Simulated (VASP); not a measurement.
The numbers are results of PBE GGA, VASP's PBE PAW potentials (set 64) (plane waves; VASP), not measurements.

A VASP calculation is set up with these files.

**INCAR**
```
SYSTEM = Ca
PREC = Accurate
ENCUT = 500
EDIFF = 1E-6
NELM = 100
ALGO = Normal
LREAL = .FALSE.
LASPH = .TRUE.
ISMEAR = 0
SIGMA = 0.05
GGA = PE
LWAVE = .FALSE.
LCHARG = .FALSE.
IBRION = 2
ISIF = 3
NSW = 40
EDIFFG = -0.02
PSTRESS = 200
```

POSCAR:
```
Ca
1
    0.0000000000     2.4654851757     2.4654851757
    2.4654851757     0.0000000000     2.4654851757
    2.4654851757     2.4654851757     0.0000000000
Ca
1
Direct
  0.0000000000   0.0000000000   0.0000000000
```

File KPOINTS:
```
Automatic mesh
0
Gamma
9 9 9
0 0 0
```

POTCAR, in this order: Ca_sv (PBE.64 set). Program: vasp_std.

What VASP printed:

OUTCAR:
```
 ion  position               nearest neighbor table
   1  0.000  0.000  0.000-
  LATTYP: Found a face centered cubic cell.
 ALAT       =     4.9309703514
 Subroutine PRICEL returns:
 Original cell was already a primitive cell.
 Subroutine GETGRP returns: Found 48 space group operations
The static configuration has the point symmetry O_h .
The dynamic configuration has the point symmetry O_h .
 Subroutine INISYM returns: Found 48 space group operations
 Subroutine IBZKPT returns following result:
 Found     35 irreducible k-points:

 Following reciprocal coordinates:
            Coordinates               Weight
  0.000000  0.000000  0.000000      1.000000
  0.111111  0.000000  0.000000      8.000000
  0.222222  0.000000  0.000000      8.000000
  0.333333  0.000000  0.000000      8.000000
  0.444444  0.000000  0.000000      8.000000
  0.111111  0.111111  0.000000      6.000000
  0.222222  0.111111  0.000000     24.000000
  0.333333  0.111111  0.000000     24.000000
  0.444444  0.111111  0.000000     24.000000
 -0.444444  0.111111  0.000000     24.000000
 -0.333333  0.111111  0.000000     24.000000
 -0.222222  0.111111  0.000000     24.000000
 -0.111111  0.111111  0.000000     12.000000
  0.222222  0.222222  0.000000      6.000000
  0.333333  0.222222  0.000000     24.000000
  0.444444  0.222222  0.000000     24.000000
 -0.444444  0.222222  0.000000     24.000000
 -0.333333  0.222222  0.000000     24.000000
 -0.222222  0.222222  0.000000     12.000000
  0.333333  0.333333  0.000000      6.000000
  0.444444  0.333333  0.000000     24.000000
 -0.444444  0.333333  0.000000     24.000000
 -0.333333  0.333333  0.000000     12.000000
  0.444444  0.444444  0.000000      6.000000
 -0.444444  0.444444  0.000000     12.000000
...
```

File OSZICAR:
```
       N       E                     dE             d eps       ncg     rms          rms(c)
DAV:   1     0.649883062466E+02    0.64988E+02   -0.51097E+03   630   0.102E+03
DAV:   2    -0.453498740853E+00   -0.65442E+02   -0.64937E+02   659   0.236E+02
DAV:   3    -0.162653210598E+01   -0.11730E+01   -0.11639E+01   964   0.350E+01
DAV:   4    -0.165744231375E+01   -0.30910E-01   -0.30896E-01   846   0.396E+00
DAV:   5    -0.165777452127E+01   -0.33221E-03   -0.33212E-03   977   0.321E-01    0.190E+00
DAV:   6    -0.163513437939E+01    0.22640E-01   -0.14267E-02   700   0.146E+00    0.114E+00
DAV:   7    -0.162601871260E+01    0.91157E-02   -0.19043E-02   954   0.175E+00    0.112E-01
DAV:   8    -0.162567329350E+01    0.34542E-03   -0.15996E-03   703   0.424E-01    0.278E-02
DAV:   9    -0.162568235315E+01   -0.90596E-05   -0.71268E-05   961   0.784E-02    0.165E-02
DAV:  10    -0.162568281725E+01   -0.46410E-06   -0.60903E-06   764   0.303E-02
   1 F= 0.21159106E+01 E0= 0.21160864E+01  d E =0.211591E+01
       N       E                     dE             d eps       ncg     rms          rms(c)
DAV:   1    -0.765935108983E+01   -0.60337E+01   -0.18231E+02   711   0.150E+02    0.168E+01
DAV:   2    -0.153049092646E+01    0.61289E+01   -0.13505E+01   631   0.463E+01    0.699E+00
DAV:   3    -0.611975998533E+00    0.91851E+00   -0.64012E+00   838   0.246E+01    0.995E-01
DAV:   4    -0.707267068895E+00   -0.95291E-01   -0.26282E-01   757   0.586E+00    0.518E-01
DAV:   5    -0.801846752450E+00   -0.94580E-01   -0.23686E-01   924   0.164E+00    0.609E-01
DAV:   6    -0.807603144787E+00   -0.57564E-02   -0.48982E-03  1028   0.528E-01    0.292E-01
DAV:   7    -0.807106567866E+00    0.49658E-03   -0.57460E-04   645   0.362E-01    0.150E-02
DAV:   8    -0.807185110492E+00   -0.78543E-04   -0.17062E-04   952   0.648E-02    0.620E-03
DAV:   9    -0.807183075816E+00    0.20347E-05   -0.53042E-05   884   0.277E-02    0.398E-04
DAV:  10    -0.807183486284E+00   -0.41047E-06   -0.18540E-07   364   0.487E-03
   2 F= 0.20141569E+01 E0= 0.20152230E+01  d E =-.101754E+00
       N       E                     dE             d eps       ncg     rms          rms(c)
DAV:   1    -0.212790845749E+01   -0.13207E+01   -0.28450E+01   768   0.667E+01    0.651E+00
DAV:   2    -0.129106097672E+01    0.83685E+00   -0.27399E+00   792   0.185E+01    0.279E+00
DAV:   3    -0.114766758946E+01    0.14339E+00   -0.12201E+00   902   0.940E+00    0.106E+00
DAV:   4    -0.116145156911E+01   -0.13784E-01   -0.29283E-02   649   0.219E+00    0.645E-01
DAV:   5    -0.118993837197E+01   -0.28487E-01   -0.78249E-02   935   0.158E+00    0.368E-02
DAV:   6    -0.118999969967E+01   -0.61328E-04   -0.12175E-03   882   0.358E-01    0.444E-02
DAV:   7    -0.118995244728E+01    0.47252E-04   -0.51784E-04   695   0.844E-02    0.222E-02
DAV:   8    -0.118996377746E+01   -0.11330E-04   -0.26190E-05   857   0.518E-02    0.682E-03
DAV:   9    -0.118996414534E+01   -0.36788E-06   -0.67881E-07   437   0.106E-02
   3 F= 0.19544299E+01 E0= 0.19547499E+01  d E =-.161481E+00
```

OUTCAR:
```
------------------------ aborting loop because EDIFF is reached ----------------------------------------
  FORCE on cell =-STRESS in cart. coord.  units (eV):
  Direction    XX          YY          ZZ          XY          YZ          ZX
  --------------------------------------------------------------------------------------
  Total        3.1447990      3.1447990      3.1447990      0.0000000     -0.0000000      0.0000000
  in kB      200.0257577    200.0257577    200.0257577      0.0000000     -0.0000000      0.0000000
  external PRESSURE =       0.0257577 kB  Pullay stress =     200.0000000 kB
  volume of cell :       25.19
      direct lattice vectors                 reciprocal lattice vectors
     0.000000000  2.326639982  2.326639982    -0.214902178  0.214902178  0.214902178
     2.326639982  0.000000000  2.326639982     0.214902178 -0.214902178  0.214902178
     2.326639982  2.326639982  0.000000000     0.214902178  0.214902178 -0.214902178
 POSITION                                       TOTAL-FORCE (eV/Angst)
 -----------------------------------------------------------------------------------
      0.00000      0.00000      0.00000         0.000000      0.000000      0.000000
 -----------------------------------------------------------------------------------
    total drift:                               -0.000000     -0.000000     -0.000000
  FREE ENERGIE OF THE ION-ELECTRON SYSTEM (eV)
  ---------------------------------------------------
  free  energy   TOTEN  =        -1.1899641453 eV

  energy  without entropy=       -1.1893241195  energy(sigma->0) =       -1.18964413
  enthalpy is  TOTEN    =         1.9544299325 eV   P V=        3.1443940778

 reached required accuracy - stopping structural energy minimisation
```
(Selected blocks of OUTCAR.)

File CONTCAR:
```
Ca
   1.00000000000000
     0.0000000000000000    2.3266399818912680    2.3266399818912680
     2.3266399818912680    0.0000000000000000    2.3266399818912680
     2.3266399818912680    2.3266399818912680    0.0000000000000000
  Ca
     1
Direct
     0.0000000000000000    0.0000000000000000    0.0000000000000000
```

Energy and stress use the plane-wave basis of the starting cell.

The compound is Ca in the fcc structure. This run relaxes it under an external pressure of 20 GPa. Symmetry was kept, so distortions that lower it aren't found.
